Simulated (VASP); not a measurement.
# Mg2CdN2 (P-3m1) in VASP: single point with PBEsol

Aim: the single point of Mg2CdN2 with PBEsol.

Program: VASP 6.6.1. These are calculated values, not measurements. Logs are shortened: lines on timing, memory, paths and dates and some standing lists are left out, and cuts for length are marked.

### 1 The structure

It takes space group P-3m1 (No. 164, trigonal). Conventional cell: a = 3.553 Å, b = 3.553 Å, c = 5.984 Å, α = 90.00°, β = 90.00°, γ = 120.00°. Mg (site symmetry 3m) has 4 N at 2.10 to 2.28 Å as nearest neighbours. Cd (site symmetry -3m) has 6 N at 2.62 Å and 6 Mg at 2.92 Å as nearest neighbours. Around N (site symmetry 3m) lie 4 Mg at 2.10 to 2.28 Å.

The cell comes from a database or a generator and needn't be the stable form of this composition.

### 2 Single point, PBEsol

INCAR

```
SYSTEM = Mg2CdN2
PREC = Accurate
ENCUT = 520
EDIFF = 1E-6
ISMEAR = 0
SIGMA = 0.1
LREAL = .False.
LASPH = .True.
NELM = 80
ALGO = Normal
ISIF = 2
LWAVE = .False.
LCHARG = .False.
GGA = PS
NBANDS = 21
```

KPOINTS

```
Automatic mesh
0
Gamma
  6 6 4
  0 0 0
```

POSCAR

```
Mg2CdN2
1.0
    3.5528825911      0.0000000000      0.0000000000
   -1.7764412955      3.0768865806      0.0000000000
    0.0000000000      0.0000000000      5.9838310064
Mg Cd N
2 1 2
Direct
    0.6666666700      0.3333333300      0.1534420000
    0.3333333300      0.6666666700      0.8465580000
    0.0000000000      0.0000000000      0.5000000000
    0.6666666700      0.3333333300      0.7722310000
    0.3333333300      0.6666666700      0.2277690000
```

Potentials or basis: VASP PAW PBE potentials, release 64 (Mg, Cd, N).

Started as:

```
> cat potpaw_PBE.64/Mg/POTCAR potpaw_PBE.64/Cd/POTCAR potpaw_PBE.64/N/POTCAR > POTCAR
> mpirun -np 1 vasp_std > vasp.out
```

OUTCAR:

```text
SYSTEM = Mg2CdN2
   PREC = Accurate
   ENCUT = 520
   EDIFF = 1E-6
   ISMEAR = 0
   LREAL = .False.
   LASPH = .True.
   NELM = 80
   ISIF = 2
   GGA = PS

 ion  position               nearest neighbor table
   1  0.667  0.333  0.153-   5 2.10   5 2.10   5 2.10   4 2.28   2 2.75   2 2.75   2 2.75   3 2.92
                             3 2.92   3 2.92
   2  0.333  0.667  0.847-   4 2.10   4 2.10   4 2.10   5 2.28   1 2.75   1 2.75   1 2.75   3 2.92
                             3 2.92   3 2.92
   3  0.000  0.000  0.500-   4 2.62   5 2.62   4 2.62   5 2.62   4 2.62   5 2.62   1 2.92   2 2.92
                             2 2.92   1 2.92   1 2.92   2 2.92
   4  0.667  0.333  0.772-   2 2.10   2 2.10   2 2.10   1 2.28   3 2.62   3 2.62   3 2.62
   5  0.333  0.667  0.228-   1 2.10   1 2.10   1 2.10   2 2.28   3 2.62   3 2.62   3 2.62

  LATTYP: Found a hexagonal cell.
 ALAT       =     3.5528825911
 C/A-ratio  =     1.6842186177

  Lattice vectors:

 A1 = (   3.5528825911,   0.0000000000,   0.0000000000)
 A2 = (  -1.7764412955,   3.0768865806,   0.0000000000)
 A3 = (   0.0000000000,   0.0000000000,   5.9838310064)

Analysis of symmetry for initial positions (statically):
=====================================================================
 Subroutine PRICEL returns:
 Original cell was already a primitive cell.

 Routine SETGRP: Setting up the symmetry group for a
 hexagonal supercell.

 Subroutine GETGRP returns: Found 12 space group operations
 (whereof 12 operations were pure point group operations)
 out of a pool of 24 trial point group operations.

The static configuration has the point symmetry D_3d.

Analysis of symmetry for dynamics (positions and initial velocities):
=====================================================================
 Subroutine PRICEL returns:
 Original cell was already a primitive cell.

 Routine SETGRP: Setting up the symmetry group for a
 hexagonal supercell.

 Subroutine GETGRP returns: Found 12 space group operations
 (whereof 12 operations were pure point group operations)
 out of a pool of 24 trial point group operations.

The dynamic configuration has the point symmetry D_3d.

 Subroutine INISYM returns: Found 12 space group operations
 (whereof 12 operations are pure point group operations),
 and found     1 'primitive' translations

----------------------------------------------------------------------------------------

                                     Primitive cell

  volume of cell :      65.4141

  direct lattice vectors                    reciprocal lattice vectors
     3.552882591  0.000000000  0.000000000     0.281461595  0.162501927  0.000000000
    -1.776441295  3.076886581  0.000000000     0.000000000  0.325003855  0.000000000
     0.000000000  0.000000000  5.983831006     0.000000000  0.000000000  0.167117019

  length of vectors
     3.552882591  3.552882591  5.983831006     0.325003855  0.325003855  0.167117019

  position of ions in fractional coordinates (direct lattice)
     0.666666670  0.333333330  0.153442000
     0.333333330  0.666666670  0.846558000
     0.000000000  0.000000000  0.500000000
     0.666666670  0.333333330  0.772231000
     0.333333330  0.666666670  0.227769000

  ion indices of the primitive-cell ions
   primitive index   ion index
                 1           1
                 2           2
                 3           3
                 4           4
                 5           5

----------------------------------------------------------------------------------------

 KPOINTS: Automatic mesh

Automatic generation of k-mesh.
 Grid dimensions read from file:
 generate k-points for:    6    6    4

 Generating k-lattice:

  Cartesian coordinates                     Fractional coordinates (reciprocal lattice)
     0.046910266  0.027083655  0.000000000     0.166666667  0.000000000  0.000000000
     0.000000000  0.054167309  0.000000000     0.000000000  0.166666667  0.000000000
     0.000000000  0.000000000  0.041779255     0.000000000  0.000000000  0.250000000

  Length of vectors
     0.054167309  0.054167309  0.041779255

  Shift w.r.t. Gamma in fractional coordinates (k-lattice)
     0.000000000  0.000000000  0.000000000

 Subroutine IBZKPT returns following result:
 ===========================================

 Found     24 irreducible k-points:

 Following reciprocal coordinates:
            Coordinates               Weight
  0.000000  0.000000  0.000000      1.000000
  0.166667  0.000000  0.000000      6.000000
  0.333333 -0.000000  0.000000      6.000000
  0.500000  0.000000  0.000000      3.000000
  0.166667  0.166667  0.000000      6.000000
  0.333333  0.166667  0.000000     12.000000
[... 16 lines left out ...]
  0.333333  0.166667  0.500000     12.000000
  0.333333  0.333333  0.500000      2.000000
   k-points           NKPTS =     24   k-points in BZ     NKDIM =     24   number of bands    NBANDS=     21
   number of dos      NEDOS =    301   number of ions     NIONS =      5
   total plane-waves  NPLWV =  37632
   dimension x,y,z NGX =    28 NGY =   28 NGZ =   48
   dimension x,y,z NGXF=    56 NGYF=   56 NGZF=   96
   ions per type =               2   1   2
   NGX,Y,Z   is equivalent  to a cutoff of  13.10, 13.10, 13.34 a.u.
   NGXF,Y,Z  is equivalent  to a cutoff of  26.20, 26.20, 26.67 a.u.
 SYSTEM =  Mg2CdN2
   PREC   = accura    normal or accurate (medium, high low for compatibility)
   ISTART =      0    job   : 0-new  1-cont  2-samecut
   ICHARG =      2    charge: 1-file 2-atom 10-const
   ISPIN  =      1    spin polarized calculation?
   LNONCOLLINEAR =      F non collinear calculations
   LSORBIT =      F    spin-orbit coupling
   LASPH  =      T    aspherical Exc in radial PAW
   ENCUT  =  520.0 eV  38.22 Ry    6.18 a.u.   6.61  6.61 11.13*2*pi/ulx,y,z
   NELM   =     80;   NELMIN=  2; NELMDL= -5     # of ELM steps
   EDIFF  = 0.1E-05   stopping-criterion for ELM
   LREAL  =      F    real-space projection
   EDIFFG = 0.1E-04   stopping-criterion for IOM
   NSW    =      0    number of steps for IOM
   IBRION =     -1    ionic relax: 0-MD 1-quasi-New 2-CG
   NFREE  =      0    steps in history (QN), initial steepest desc. (CG)
   ISIF   =      2    stress and relaxation
   ISYM   =      2    0-nonsym 1-usesym 2-fastsym
   POTIM  = 0.5000    time-step for ionic-motion
   TEBEG  =    0.0;   TEEND  =   0.0 temperature during run
   PSTRESS=    0.0 pullay stress
   NELECT =      26.0000    total number of electrons
   NUPDOWN=      -1.0000    fix difference up-down
   EMIN   =  10.00;   EMAX   =-10.00  energy-range for DOS
   EFERMI =   0.00;   METHOD = LEGACY
   ISMEAR =     0;   SIGMA  =   0.10  broadening in eV -4-tet -1-fermi 0-gaus
   EFERMI_NEDOS =   21; number of points for ismear=-14 and -15
   IALGO  =     38    algorithm
   IMIX   =      4    mixing-type and parameters
     AMIX     =   0.40;   BMIX     =  1.00
     AMIX_MAG =   1.60;   BMIX_MAG =  1.00
  volume/ion in A,a.u.               =      13.08        88.29
  Fermi-wavevector in a.u.,A,eV,Ry     =   1.203674  2.274613 19.712530  1.448830
  Thomas-Fermi vector in A             =   2.339420
   LORBIT       =      0    0 simple, 1 ext, 2 COOP (PROOUT), +10 PAW based schemes
   GGA     = PS    functional components
   LHFCALC =     F    Hartree Fock is set to
   AEXX    =    0.0000 exact exchange contribution
   IVDW    =     0    specifies the selected vdW correction
   LEPSILON=     F    determine dielectric tensor
   LRPA    =     F    only Hartree local field effects (RPA)
 non-spin polarized calculation
 Gauss-broadening in eV      SIGMA  =   0.10
  energy-cutoff  :      520.00
  volume of cell :       65.41
 maximum number of plane-waves:      1798
 NGX is ok and might be reduce to    28
   NGX = 13   NGY = 13   NGZ = 23

 number of electron      26.0000004 magnetization

 Free energy of the ion-electron system (eV)
  ---------------------------------------------------
  ext. energy  EPLUGINS =         0.00000000
  ---------------------------------------------------
  free energy    TOTEN  =       -23.32157714 eV

  energy without entropy =      -23.32144638  energy(sigma->0) =      -23.32151176

 E-fermi :   2.8276     XC(G=0): -10.8143

 val. band max:        2.6349124250   @ k =   0.1667   0.0000   0.0000
 cond. band min:       2.9671358768   @ k =   0.0000   0.0000   0.0000
 fundamental gap:      0.3322234519
 Fermi energy:         2.8276413640

 k-point     1 :       0.0000    0.0000    0.0000
  band No.  band energies     occupation
      1     -10.5132      2.00000
      2      -9.4582      2.00000
      3      -5.0032      2.00000
      4      -4.8569      2.00000
      5      -4.8569      2.00000
      6      -4.6802      2.00000
[... 13 lines left out ...]
     20      14.4427      0.00000
     21      14.4427      0.00000

 k-point     2 :       0.1667    0.0000    0.0000
  band No.  band energies     occupation
      1     -10.3029      2.00000
      2      -9.4035      2.00000
      3      -4.9465      2.00000
      4      -4.8573      2.00000
      5      -4.7598      2.00000
      6      -4.7107      2.00000
[... 13 lines left out ...]
     20      12.8852      0.00000
     21      13.3152      0.00000

 k-point     3 :       0.3333   -0.0000    0.0000
  band No.  band energies     occupation
      1      -9.8057      2.00000
      2      -9.3139      2.00000
      3      -5.0318      2.00000
      4      -4.8115      2.00000
      5      -4.7717      2.00000
      6      -4.5528      2.00000
[... 13 lines left out ...]
     20      12.0095      0.00000
     21      13.4952      0.00000

 k-point     4 :       0.5000    0.0000    0.0000
  band No.  band energies     occupation
      1      -9.4280      2.00000
      2      -9.3588      2.00000
      3      -5.1114      2.00000
      4      -4.8408      2.00000
      5      -4.8016      2.00000
      6      -4.4424      2.00000
[... 13 lines left out ...]
     20      11.9827      0.00000
     21      13.8525      0.00000

 k-point     5 :       0.1667    0.1667    0.0000
  band No.  band energies     occupation
      1      -9.9477      2.00000
      2      -9.3279      2.00000
      3      -4.9327      2.00000
      4      -4.8477      2.00000
      5      -4.7797      2.00000
      6      -4.6085      2.00000
[... 13 lines left out ...]
     20      12.1093      0.00000
     21      13.2884      0.00000

 k-point     6 :       0.3333    0.1667    0.0000
  band No.  band energies     occupation
      1      -9.5004      2.00000
      2      -9.2899      2.00000
      3      -5.0094      2.00000
      4      -4.8496      2.00000
      5      -4.7789      2.00000
      6      -4.5305      2.00000
[... 13 lines left out ...]
     20      11.9378      0.00000
     21      13.4277      0.00000

 k-point     7 :       0.3333    0.3333    0.0000
  band No.  band energies     occupation
      1      -9.3078      2.00000
      2      -9.3078      2.00000
      3      -4.9104      2.00000
      4      -4.9104      2.00000
      5      -4.7222      2.00000
      6      -4.5625      2.00000
[... 13 lines left out ...]
     20      11.5062      0.00000
     21      14.5690      0.00000
[... 291 lines left out ...]
      1      -9.7095      2.00000
      2      -9.4061      2.00000
      3      -5.0422      2.00000
      4      -4.7831      2.00000
      5      -4.7758      2.00000
      6      -4.6080      2.00000
[... 13 lines left out ...]
     20      11.9774      0.00000
     21      13.0950      0.00000

 k-point    21 :       0.5000    0.0000    0.5000
  band No.  band energies     occupation
      1      -9.5419      2.00000
      2      -9.2177      2.00000
      3      -5.1213      2.00000
      4      -4.8069      2.00000
      5      -4.7762      2.00000
      6      -4.4724      2.00000
[... 13 lines left out ...]
     20      11.8500      0.00000
     21      12.9751      0.00000

 k-point    22 :       0.1667    0.1667    0.5000
  band No.  band energies     occupation
      1      -9.7837      2.00000
      2      -9.5052      2.00000
      3      -4.9425      2.00000
      4      -4.8214      2.00000
      5      -4.7801      2.00000
      6      -4.6916      2.00000
[... 13 lines left out ...]
     20      12.2809      0.00000
     21      13.1090      0.00000

 k-point    23 :       0.3333    0.1667    0.5000
  band No.  band energies     occupation
      1      -9.5107      2.00000
      2      -9.2658      2.00000
      3      -5.0122      2.00000
      4      -4.8233      2.00000
      5      -4.7488      2.00000
      6      -4.5619      2.00000
[... 13 lines left out ...]
     20      12.3210      0.00000
     21      13.2513      0.00000

 k-point    24 :       0.3333    0.3333    0.5000
  band No.  band energies     occupation
      1      -9.3071      2.00000
      2      -9.3071      2.00000
      3      -4.8899      2.00000
      4      -4.8899      2.00000
      5      -4.6952      2.00000
      6      -4.5366      2.00000
[... 13 lines left out ...]
     20      11.7469      0.00000
     21      14.0570      0.00000

------------------------ aborting loop because EDIFF is reached ----------------------------------------

  FORCE on cell =-STRESS in cart. coord.  units (eV):
  Direction    XX          YY          ZZ          XY          YZ          ZX
  --------------------------------------------------------------------------------------
  -------------------------------------------------------------------------------------
  Total       -1.5306291     -1.5306291     -1.6707389     -0.0000000     -0.0000000      0.0000000
  in kB      -37.4894343    -37.4894343    -40.9211204     -0.0000000     -0.0000000      0.0000000
  external PRESSURE =     -38.6333297 kB  Pullay stress =       0.0000000 kB

 VOLUME and BASIS-vectors are now :
 -----------------------------------------------------------------------------
  energy-cutoff  :      520.00
  volume of cell :       65.41
      direct lattice vectors                 reciprocal lattice vectors
     3.552882591  0.000000000  0.000000000     0.281461595  0.162501927  0.000000000
    -1.776441295  3.076886581  0.000000000     0.000000000  0.325003855  0.000000000
     0.000000000  0.000000000  5.983831006     0.000000000  0.000000000  0.167117019

 POSITION                                       TOTAL-FORCE (eV/Angst)
 -----------------------------------------------------------------------------------
      1.77644      1.02563      0.91817        -0.000000      0.000000      0.086096
     -0.00000      2.05126      5.06566         0.000000     -0.000000     -0.086096
      0.00000      0.00000      2.99192        -0.000000      0.000000      0.000000
      1.77644      1.02563      4.62090         0.000000     -0.000000     -0.089155
     -0.00000      2.05126      1.36293        -0.000000      0.000000      0.089155
 -----------------------------------------------------------------------------------
    total drift:                               -0.000000     -0.000000      0.000000

  FREE ENERGIE OF THE ION-ELECTRON SYSTEM (eV)
  ---------------------------------------------------
  free  energy   TOTEN  =       -23.3215771432 eV

  energy  without entropy=      -23.3214463797  energy(sigma->0) =      -23.32151176
```

Run time: 40 s. Hardware: 1 thread of AMD EPYC 7R43 (Zen 3), shared host; peak memory 0.17 GiB.

Results:

```yaml
Free_energy: -23.3216 eV
Pressure: -3.9 GPa
Largest_force: 0.089 eV/Å
Band_gap_on_the_k_mesh: 0.33 eV, indirect (least direct gap 0.65 eV)
```

Forces on the atoms (eV/Å):
```
Mg   0.000  0.000  0.086
Mg   0.000  0.000 -0.086
Cd   0.000  0.000  0.000
N    0.000  0.000 -0.089
N    0.000  0.000  0.089
```

Caveat: the PAW data sets were made with another functional, which shifts forces and pressure a little.
